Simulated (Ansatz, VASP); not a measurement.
# Cross-check of Tl (Thallium) between VASP and Ansatz

One calculation is typed for both programs; each brings its own data sets. How far apart do they land? The cell is taken from a series of runs on this material, whose earlier steps may have relaxed, scaled, displaced or heated it; both programs get it as it stands.

Calculated with Ansatz 0.2.0; plane waves, with VASP 6.6.1 beside it; zone-centre phonons at PBEsol.

## (1) The starting structure

The structure is hexagonal, space group P6_3/mmc (No. 194). The conventional cell has a = 3.483 Å, b = 3.483 Å, c = 5.469 Å, α = 90.00°, β = 90.00°, γ = 120.00°. Nearest to Tl lie 12 Tl at 3.39 to 3.48 Å.

## (2) VASP: zone-centre phonons, PBEsol

Second derivatives magnify differences that forces hide, and they need a tight electronic threshold.

Lines of VASP's logs that name or quote its potential files are left out, and so is its time.

INCAR

```
SYSTEM = Tl
PREC = Accurate
ENCUT = 500
EDIFF = 1E-08
NELM = 120
ISMEAR = 1
SIGMA = 0.15
LREAL = .FALSE.
ALGO = Normal
GGA = PS
NBANDS = 19
LORBIT = 11
LWAVE = .FALSE.
LCHARG = .FALSE.
ISIF = 2
IBRION = 8
LASPH = .TRUE.
GGA_COMPAT = .FALSE.
KPAR = 2
```

POSCAR

```
Tl
1.0
    3.4826222414      0.0000000000      0.0000000000
   -1.7413111207      3.0160393329      0.0000000000
    0.0000000000      0.0000000000      5.4694335360
Tl
2
Direct
    0.3333333333      0.6666666667      0.2500000000
    0.6666666667      0.3333333333      0.7500000000
```

KPOINTS

```
Automatic mesh
0
Gamma
12 12 6
0 0 0
```

The projector-augmented-wave data sets are Tl_d (PBE family, release 64).

On the command line:

```
mpirun -np 2 vasp_std
```

Numbers of over 12 decimals in the logs are rounded to 6 here.

What it wrote:

```text
[banner, memory and clock lines left out]
running    2 mpi-ranks, on    1 nodes
 distrk:  each k-point on    1 cores,    2 groups
 distr:  one band on    1 cores,    1 groups

 POSCAR found type information on POSCAR Tl
 POSCAR found :  1 types and       2 ions
|                                                                             |
|               ----> ADVICE to this user running VASP <----                  |
|                                                                             |
|     You enforced a specific xc type in the INCAR file but a different       |
|     [... a line on the potential file left out ...]
|     I HOPE YOU KNOW WHAT YOU ARE DOING!                                     |
|                                                                             |

 LDA part: xc-table for (Slater+PW92), standard interpolation
 POSCAR, INCAR and KPOINTS ok, starting setup
 FFT: planning ... GRIDC
 FFT: planning ... GRID_SOFT
 FFT: planning ... GRID
 WAVECAR not read
 entering main loop
       N       E                     dE             d eps       ncg     rms          rms(c)
DAV:   1     0.125451716351E+03    0.12545E+03   -0.14002E+04  2896   0.125E+03
DAV:   2    -0.302643918873E+01   -0.12848E+03   -0.12631E+03  3111   0.277E+02
DAV:   3    -0.532828117845E+01   -0.23018E+01   -0.22945E+01  3301   0.329E+01
DAV:   4    -0.534219656983E+01   -0.13915E-01   -0.13915E-01  3087   0.275E+00
DAV:   5    -0.534238998309E+01   -0.19341E-03   -0.19341E-03  3223   0.320E-01    0.295E+00
DAV:   6    -0.527992917114E+01    0.62461E-01   -0.11211E-01  3010   0.267E+00    0.208E+00
DAV:   7    -0.526908303717E+01    0.10846E-01   -0.40843E-02  3039   0.160E+00    0.835E-01
DAV:   8    -0.526826056596E+01    0.82247E-03   -0.23723E-03  3004   0.384E-01    0.472E-02
DAV:   9    -0.526826198773E+01   -0.14218E-05   -0.15400E-05  3260   0.347E-02    0.117E-02
DAV:  10    -0.526826413029E+01   -0.21426E-05   -0.24415E-06  3048   0.142E-02    0.120E-03
DAV:  11    -0.526826417427E+01   -0.43980E-07   -0.14232E-07  3223   0.260E-03    0.455E-04
DAV:  12    -0.526826419838E+01   -0.24107E-07   -0.11202E-08  1648   0.922E-04    0.458E-05
DAV:  13    -0.526826419835E+01    0.22737E-10   -0.54379E-10  1537   0.176E-04
   1 F= -.52682642E+01 E0= -.52684911E+01  d E =0.680690E-03
 Linear response reoptimize wavefunctions to high precision
DAV:   1    -0.526826419865E+01   -0.29331E-09   -0.44982E-11  1562   0.571E-05
DAV:   2    -0.526826419864E+01    0.10459E-10   -0.74432E-12  1495   0.217E-05
 Linear response DOF=           2
 Linear response progress:
  Degree of freedom:   1/  2
       N       E                     dE             d eps       ncg     rms          rms(c)
RMM:   1    -0.327452412031E+00   -0.32745E+00   -0.23248E-01 17030   0.399E+00
RMM:   2    -0.328681827296E+00   -0.12294E-02   -0.24073E-03 16978   0.416E-01    0.221E-02
RMM:   3    -0.328416497250E+00    0.26533E-03   -0.46936E-05 20149   0.511E-02    0.111E-02
RMM:   4    -0.328175954421E+00    0.24054E-03   -0.18247E-05 19848   0.251E-02    0.346E-03
RMM:   5    -0.328180296433E+00   -0.43420E-05   -0.38012E-07 19771   0.400E-03    0.222E-03
RMM:   6    -0.328161083512E+00    0.19213E-04   -0.10982E-07 19391   0.172E-03    0.186E-04
RMM:   7    -0.328157466032E+00    0.36175E-05   -0.86077E-09 20495   0.338E-04    0.871E-05
RMM:   8    -0.328157167763E+00    0.29827E-06   -0.94419E-09 20187   0.843E-05    0.108E-05
RMM:   9    -0.328157082839E+00    0.84924E-07    0.23456E-09 20754   0.182E-05    0.441E-06
RMM:  10    -0.328157116382E+00   -0.33542E-07   -0.51802E-09 18742   0.644E-06    0.113E-06
RMM:  11    -0.328157118091E+00   -0.17096E-08    0.16313E-09 13770   0.291E-06    0.170E-07
 first order change of Fermi-energy   0.48107E-05
 force on displaced ion       1 direction 1 :  -0.353  -0.000   0.000
 Linear response progress:
  Degree of freedom:   2/  2
       N       E                     dE             d eps       ncg     rms          rms(c)
RMM:   1    -0.357801483735E+00   -0.35780E+00   -0.22672E-01  5939   0.406E+00
RMM:   2    -0.357059168011E+00    0.74232E-03   -0.53284E-04  5740   0.447E-01    0.444E-02
RMM:   3    -0.357111270549E+00   -0.52103E-04    0.16174E-04  6612   0.546E-02    0.242E-02
RMM:   4    -0.356941647410E+00    0.16962E-03   -0.72561E-05  6585   0.239E-02    0.503E-03
RMM:   5    -0.356934359315E+00    0.72881E-05    0.66208E-07  6620   0.363E-03    0.315E-03
RMM:   6    -0.356927413621E+00    0.69457E-05    0.10292E-06  6396   0.280E-03    0.281E-04
RMM:   7    -0.356922869472E+00    0.45441E-05   -0.12536E-06  6709   0.499E-04    0.135E-04
RMM:   8    -0.356920943672E+00    0.19258E-05   -0.33100E-07  6738   0.107E-04    0.316E-05
RMM:   9    -0.356920707651E+00    0.23602E-06   -0.10383E-08  6758   0.373E-05    0.649E-06
RMM:  10    -0.356920651101E+00    0.56550E-07    0.11123E-08  6851   0.991E-06    0.129E-06
RMM:  11    -0.356920664760E+00   -0.13659E-07   -0.87317E-10  4966   0.304E-06    0.260E-07
RMM:  12    -0.356920665818E+00   -0.10580E-08   -0.11024E-09  3196   0.197E-06    0.767E-08
 first order change of Fermi-energy   0.13852E-04
 force on displaced ion       1 direction 3 :   0.000  -0.000  -3.214
 Linear response finished
```

OUTCAR, selected parts (step 2):

```text
ion  position               nearest neighbor table
   1  0.333  0.667  0.250-   2 3.39   2 3.39   2 3.39   2 3.39   2 3.39   2 3.39
   2  0.667  0.333  0.750-   1 3.39   1 3.39   1 3.39   1 3.39   1 3.39   1 3.39

  LATTYP: Found a hexagonal cell.
 ALAT       =     3.4826222414
 C/A-ratio  =     1.5704929093

 Subroutine GETGRP returns: Found 24 space group operations
 (whereof 12 operations were pure point group operations)

The static configuration has the point symmetry D_3d.
 The point group associated with its full space group is D_6h.

 Found     76 irreducible k-points:

   k-points           NKPTS =     76   k-points in BZ     NKDIM =     76   number of bands    NBANDS=     19

   dimension x,y,z NGX =    28 NGY =   28 NGZ =   40
   dimension x,y,z NGXF=    56 NGYF=   56 NGZF=   80

   ENCUT  =  500.0 eV  36.75 Ry    6.06 a.u.   6.35  6.35  9.97*2*pi/ulx,y,z

   NELECT =      26.0000    total number of electrons

 k-points in reciprocal lattice and weights: Automatic mesh
   0.00000000  0.00000000  0.00000000       0.001
   0.08333333  0.00000000  0.00000000       0.007
   0.16666667  0.00000000  0.00000000       0.007
   0.25000000  0.00000000  0.00000000       0.007
   0.33333333  0.00000000  0.00000000       0.007
   0.41666667  0.00000000  0.00000000       0.007
   0.50000000  0.00000000  0.00000000       0.003
   0.08333333  0.08333333  0.00000000       0.007
   0.16666667  0.08333333  0.00000000       0.014
[...]
0.33333333  0.25000000  0.50000000       0.014
   0.33333333  0.33333333  0.50000000       0.002

 average (electrostatic) potential at core
       1 -82.9767       2 -82.9767

  Total       -0.0205087     -0.0205087     -0.0230666      0.0000000      0.0000000      0.0000000
  in kB       -0.5719556     -0.5719556     -0.6432929      0.0000000      0.0000000      0.0000000
  external PRESSURE =      -0.5957347 kB  Pullay stress =       0.0000000 kB

  energy-cutoff  :      500.00
  volume of cell :       57.45
      direct lattice vectors                 reciprocal lattice vectors
     3.482622241  0.000000000  0.000000000     0.287139957  0.165780331  0.000000000
    -1.741311121  3.016039333  0.000000000     0.000000000  0.331560663  0.000000000
     0.000000000  0.000000000  5.469433536     0.000000000  0.000000000  0.182834291

 POSITION                                       TOTAL-FORCE (eV/Angst)
 -----------------------------------------------------------------------------------
     -0.00000      2.01069      1.36736         0.000000      0.000000      0.000000
      1.74131      1.00535      4.10208        -0.000000      0.000000      0.000000
 -----------------------------------------------------------------------------------
    total drift:                               -0.000000      0.000000      0.000000

 Eigenvectors and eigenvalues of the dynamical matrix
 ----------------------------------------------------

   1 f  =    2.772514 THz    17.420219 2PiTHz   92.481112 cm-1    11.466191 meV
             X         Y         Z           dx          dy          dz
     -0.000000  2.010693  1.367358     0.000000    0.000000    0.707107
      1.741311  1.005346  4.102075    -0.000000   -0.000000   -0.707107

   2 f  =    0.918756 THz     5.772715 2PiTHz   30.646405 cm-1     3.799668 meV
             X         Y         Z           dx          dy          dz
     -0.000000  2.010693  1.367358     0.000001    0.707107    0.000000
      1.741311  1.005346  4.102075    -0.000001   -0.707107    0.000000

   3 f  =    0.918756 THz     5.772715 2PiTHz   30.646405 cm-1     3.799668 meV
             X         Y         Z           dx          dy          dz
     -0.000000  2.010693  1.367358     0.707107   -0.000001   -0.000000
      1.741311  1.005346  4.102075    -0.707107    0.000001   -0.000000

   4 f  =    0.000000 THz     0.000000 2PiTHz    0.000000 cm-1     0.000000 meV
             X         Y         Z           dx          dy          dz
     -0.000000  2.010693  1.367358     0.048816   -0.323704    0.626763
      1.741311  1.005346  4.102075     0.048816   -0.323704    0.626763

   5 f/i=    0.000000 THz     0.000000 2PiTHz    0.000000 cm-1     0.000000 meV
             X         Y         Z           dx          dy          dz
     -0.000000  2.010693  1.367358     0.703804   -0.020142   -0.065219
      1.741311  1.005346  4.102075     0.703804   -0.020142   -0.065219

   6 f/i=    0.000000 THz     0.000000 2PiTHz    0.000001 cm-1     0.000000 meV
             X         Y         Z           dx          dy          dz
     -0.000000  2.010693  1.367358     0.047710    0.628339    0.320802
      1.741311  1.005346  4.102075     0.047710    0.628339    0.320802

 ELASTIC MODULI CONTR FROM IONIC RELAXATION (kBar)
 Direction    XX          YY          ZZ          XY          YZ          ZX
 --------------------------------------------------------------------------------
 XX         -57.5814     57.5814      0.0000     -0.0000      0.0000      0.0000
 YY          57.5814    -57.5814     -0.0000      0.0000      0.0000      0.0000
 ZZ           0.0000     -0.0000     -0.0000      0.0000      0.0000      0.0000
 XY          -0.0000      0.0000      0.0000    -57.5814      0.0000      0.0000
 YZ           0.0000      0.0000      0.0000      0.0000      0.0000      0.0000
 ZX           0.0000      0.0000      0.0000      0.0000      0.0000      0.0000
 --------------------------------------------------------------------------------
```

## (3) Ansatz: zone-centre phonons, PBEsol

Ansatz runs on norm-conserving files, of PseudoDojo where its log says so.

The same cell, functional, mesh and smearing now go to Ansatz, which takes its cutoff from its data sets.

input.yaml

```yaml
crystal:
  lattice:
    - [3.4826222414, 0.0, 0.0]
    - [-1.7413111207, 3.0160393329, 0.0]
    - [0.0, 0.0, 5.469433536]
  atoms:
    - { symbol: Tl, position: [0.3333333333, 0.6666666667, 0.25] }
    - { symbol: Tl, position: [0.6666666667, 0.3333333333, 0.75] }
kpoints:
  mp_grid: { grid: [12, 12, 6] }
hamiltonian:
  xc: pbesol
  pseudopotentials: { kind: nc, accuracy: standard }
scf:
  occupations: { method: methfessel_paxton, width: 0.15 }
output:
  eigenvalues: true
phonons:
  method: dfpt
  qmesh: [3, 3, 1]
  temperatures: { t_max: 1000, t_step: 50 }
  qpath:
    path:
      - [[0.0, 0.0, 0.0], [0.5, 0.0, 0.0], [0.33333333, 0.33333333, 0.0], [0.0, 0.0, 0.0], [0.0, 0.0, 0.5], [0.5, 0.0, 0.5], [0.33333333, 0.33333333, 0.5], [0.0, 0.0, 0.5]]
      - [[0.5, 0.0, 0.5], [0.5, 0.0, 0.0]]
      - [[0.33333333, 0.33333333, 0.5], [0.33333333, 0.33333333, 0.0]]
    npoints: 10
```

On the command line:

```
ansatz run input.yaml --threads 8 --pin off --max-ram 14336MiB --backend cpu --events-out ev --progress --plain --runs-dir out
```

What it wrote:

```text
Engine: ansatz 0.2.0, x86_64-unknown-linux-gnu
Pseudopotentials: kind: nc
Pseudopotential: Tl, nc, valence charge 13, recommended cutoff 843.552974 eV (normal), Tl.nc.azcp (PseudoDojo's, or run here from an input of PseudoDojo's; its table is named by hamiltonian.pseudopotentials.accuracy)
Functional definition: PBEsol
  exchange = pbesol_x
  correlation = pbesol_c
Crystal: 2 atoms, lattice volume = 57.449 Å³
Basis set: ecut = 843.552974 eV, 3223 PW (Γ), exchange–correlation on 72×72×108 points (8 copies of the dense FFT grid, shifted against one another)
Bands: 17, of which v1, the nominal top of the filled ones, is band 13 counted from 1 (12 counted from 0)
Symmetry: 24 space group operations
k-points: 76 of 864
Non-local potential: Tl, projectors of the file, l = 0: 2, l = 1: 2, l = 2: 2
Initial density: superposition of atomic densities (chi_scale 0.1, normalization cell)
Initial wavefunctions: pseudopotential atomic-orbital guess
Functional: x = pbesol(κ = 0.804, μ = 0.123457), c = pbesol(β = 0.046)
SCF iter   1: F=—  HF=-3302.988509 eV  |F-HF|=—  |Δ(HF+E_count)|=         —  Δρ=1.45e-2  dr2=1.75e-1  ethr=3.10e-3  ⟨swp⟩=5.9  Hψ=6170  notcnv=0
preconditioner: auto → Kerker (q_TF=auto, 2.391 Å⁻¹)  [metal: Δε(μ)=0.077 eV  Ē_g=13.408 eV  σ=0.150 eV  W_gap=0.38  n_scr=22 (ndim 8)  ℏωp=25.0 eV  f_vac=0.000  D(μ)=0.75/eV (n_scr^D=2)]
SCF iter   2: F=—  HF=-3302.938823 eV  |F-HF|=—  |Δ(HF+E_count)|=   4.97e-2  S|Δr|=    0.00e0  Δρ=7.67e-3  dr2=5.30e-2  ethr=6.75e-4  ⟨swp⟩=1.5  Hψ=2076  notcnv=0
SCF iter   3: F=—  HF=-3302.922045 eV  |F-HF|=—  |Δ(HF+E_count)|=   1.68e-2  S|Δr|=    0.00e0  Δρ=2.30e-3  dr2=1.71e-3  ethr=2.04e-4  ⟨swp⟩=2.4  Hψ=2091  notcnv=0  defer=1
SCF iter   4: F=—  HF=-3302.922009 eV  |F-HF|=—  |Δ(HF+E_count)|=   3.63e-5  S|Δr|=    0.00e0  Δρ=7.65e-4  dr2=2.11e-4  ethr=6.58e-6  ⟨swp⟩=2.9  Hψ=2440  notcnv=0  defer=13
SCF iter   5: F=—  HF=-3302.921934 eV  |F-HF|=—  |Δ(HF+E_count)|=   7.47e-5  S|Δr|=    0.00e0  Δρ=8.28e-5  dr2=3.37e-6  ethr=8.12e-7  ⟨swp⟩=2.1  Hψ=2149  notcnv=0  defer=13
SCF iter   6: F=—  HF=-3302.921933 eV  |F-HF|=—  |Δ(HF+E_count)|=   1.44e-6  S|Δr|=    0.00e0  Δρ=1.41e-5  dr2=1.28e-7  ethr=1.30e-8  ⟨swp⟩=2.1  Hψ=1544  notcnv=0  defer=13
SCF iter   7: F=—  HF=-3302.921942 eV  |F-HF|=—  |Δ(HF+E_count)|=   8.86e-6  S|Δr|=    0.00e0  Δρ=3.09e-6  dr2=7.31e-9  ethr=4.92e-10  ⟨swp⟩=3.0  Hψ=2328  notcnv=0  defer=13
SCF iter   8: F=—  HF=-3302.921942 eV  |F-HF|=—  |Δ(HF+E_count)|=  9.14e-10  S|Δr|=    0.00e0  Δρ=1.01e-6  dr2=4.41e-10  ethr=2.81e-11  ⟨swp⟩=2.0  Hψ=2257  notcnv=0  defer=13
SCF iter   9: F=-3302.921942 eV  HF=-3302.921942 eV  |F-HF|=4.55e-13  |Δ(HF+E_count)|=  6.32e-11  S|Δr|=    0.00e0  Δρ=1.18e-7  dr2=7.53e-12  ethr=1.00e-12  ⟨swp⟩=6.5  Hψ=8190  notcnv=0
SCF 1 converged in 9 iterations: F = -3302.921942 eV  dr2 = 7.53e-12
NSCF: frozen V_eff on 76 k-points
NSCF: frozen V_eff on 172 k-points
DFPT response loops at q = (0, 0, 0) (fractional): preconditioner auto → Kerker (q_TF=auto, 2.391 Å⁻¹) (partly filled bands, converged f_vac=0.000); β = 1.00, the filter's whole step (`scf.mixing.beta` (0.50) is not read by the response loops under this deck's `scf.mixing.preconditioner`; to damp them name `kerker` or `kerker_dos`, under which they read `scf.mixing.beta`, and type it under 1.00, their step now; both keys bind the ground state too); Broyden in place of MSR1
NSCF: frozen V_eff on 624 k-points
DFPT response loops at q = (0, 0.333333, 0) (fractional): mixed as the last ones told, above
NSCF: frozen V_eff on 624 k-points
DFPT response loops at q = (0.333333, 0.333333, 0) (fractional): mixed as the last ones told, above
SCF converged after 9 iterations
Stability not checked: this state was not tested for a lower state beside it, because cold or Methfessel-Paxton smearing, or corrected tetrahedra, fill the levels in a way that the test cannot read (fill_not_monotonic; see scf.lower_state_search)
Free energy (F): -3302.921942 eV
Harris-Foulkes:  -3302.921942 eV  (|F-HF|=4.55e-13)
Internal energy: -3302.922609 eV  (E = F + TS)
E sigma→0 (E₀):  -3302.922109 eV
Entropy (-TS):   0.000667 eV (0.334 meV/atom)
Fermi energy:    10.501754 eV
--- Per-component energies (eV) ---
  E_band       = 20.797199
  E_kinetic    = 1704.905904
  E_local      = -1665.207380  (includes V_loc(G=0)·N_el)
  E_nonlocal   = -571.044067
  E_hartree    = 557.884252
  E_xc         = -1035.006941
  E_vxc        = -563.625791  (∫ρ·V_xc dr)
  E_ewald      = -2294.454377
  E_smearing   = 0.000667  (= −TS)
  E_closure    = 0.000000  (closes the sum)
  Σ components = -3302.921942   (vs F -3302.921942, Δ=0.00e0)
--- Band table (eV; the first three rows and the last of 76) ---
  k-point 0: bands = [... 9 lower, -0.4960, 0.5159, 5.6045, 7.7669, 18.2873, 18.2873, 20.3799, 20.3799]
  k-point 1: bands = [... 9 lower, -0.5057, 0.6708, 4.5489, 9.1299, 18.4141, 18.4141, 19.9971, 20.2443]
  k-point 2: bands = [... 9 lower, -0.5404, 1.1533, 3.1359, 11.4614, 17.0382, 18.7747, 18.7747, 19.8497]
  k-point 75: bands = [... 9 lower, -0.4884, 6.4115, 6.4115, 9.5772, 9.5772, 10.7370, 10.7370, 18.3744]
--- Phonons (Γ-DFPT): 2 representative perturbations + reference (Σ response iterations 4) ---
  ASR residual: 1.135e-4 → 0.000e0 eV/Å²; symmetrization residual: 8.571e-14 eV/Å²
  ASR residual per site (eV/Å²): 1.14e-4 1.14e-4
  Γ frequencies (cm⁻¹): 0.00 0.00 0.00 31.15 31.15 91.78
--- Phonons (arbitrary-q DFPT): 3 irreducible q on the 3×3×1 mesh ---
  q = [0.0000, 0.0000, 0.0000] (star 1, of the zone-centre solve; hermiticity 5.39e-14, symmetrization 2.72e-14): -0.00 -0.00 0.00 31.15 31.15 91.78
  q = [0.0000, 0.3333, 0.0000] (star 6, 3 solved perturbations on 312 of 864 k-point pairs; hermiticity 6.35e-7, symmetrization 1.59e-13, the responses' own estimated error 5.5e-4 eV/Å²): 17.85 31.16 44.34 56.66 64.34 72.38
  q = [0.3333, 0.3333, 0.0000] (star 2, 2 solved perturbations in 436 linear systems a pass and spin channel, the states on 312 of 864 k-point pairs; hermiticity 7.60e-7, symmetrization 7.60e-7, the responses' own estimated error 5.8e-4 eV/Å²): 47.93 50.60 50.60 61.77 61.77 67.35
  sum rule: each row above includes the acoustic sum rule's correction from the zone centre's row sums; it moved no ω² by more than (0.39 cm⁻¹)²
  mesh force constants: q→R imaginary residual 1.27e-16; ASR residual 1.135e-4 → 0.000e0 eV/Å²; symmetrization residual 2.665e-15 eV/Å²
  interpolated dispersion: 93 rows × 6 modes
  density of states and harmonic sums: on the 21×21×11 q-mesh, interpolated from the force constants of a 3×3×1 supercell (no non-analytic term)
  largest difference from the sums on the solved wave vectors: F 7.57e-2 eV, S 1.04e-4 and C_V 2.87e-5 eV/K
  zero-point energy: 0.018332 eV/cell   skipped modes (ω ≤ 0): 3   left out of the sums: 1.03e-4 of the cell's modes: C_V's classical limit lies that fraction below 3 k_B per atom; for a crystal, a wire or a layer, F and S can be off by more, and a phonons.interpolated_qmesh denser along its periods is the remedy for the sampling
```

## (4) Side by side

Known differences besides the potentials themselves: VASP's run holds the zone centre alone; the cutoff is 843.553 eV in Ansatz and 500 eV in VASP. Total energies have different zeros and are not compared.

Compared:

| quantity | Ansatz | VASP | difference |
| --- | --- | --- | --- |
| optical mode 1 to 2 (cm⁻¹) | 31.1 | 30.6 | +0.5 |
| optical mode 3 (cm⁻¹) | 91.8 | 92.5 | -0.76 % |

Modes are paired by rising frequency, not by their patterns, so a pair may set unlike modes beside each other; they are those without the splitting of longitudinal modes.

## (5) Summary of results

```
r.m.s. difference of the optical zone-centre modes, each program's sorted by frequency (zone-centre phonons, PBEsol) : 0.58 cm⁻¹
difference in optical mode 3 (zone-centre phonons, PBEsol)                                                           : -0.8 %
```

The r.m.s. difference of the optical zone-centre modes, each program's sorted by frequency is 0.58 cm⁻¹ (zone-centre phonons, PBEsol). Among the rows given in per cent, the largest difference of the zone-centre phonons, PBEsol pair is in optical mode 3, -0.8 %. How closely two codes agree says nothing of how well the functional describes the real material.

[Lines on the potential files, build, host, timing and source positions are cut from VASP's logs without a mark.]

[Logs are printed without paths, hosts, clocks, repeated set-up lines and the standing remarks that a program may print on its own settings, such as how far it seeks lower states.]

[Hosts, paths, dates, database ids (printed as entryN), source tags and the programs' standing remarks are cut or masked in the printed files.]
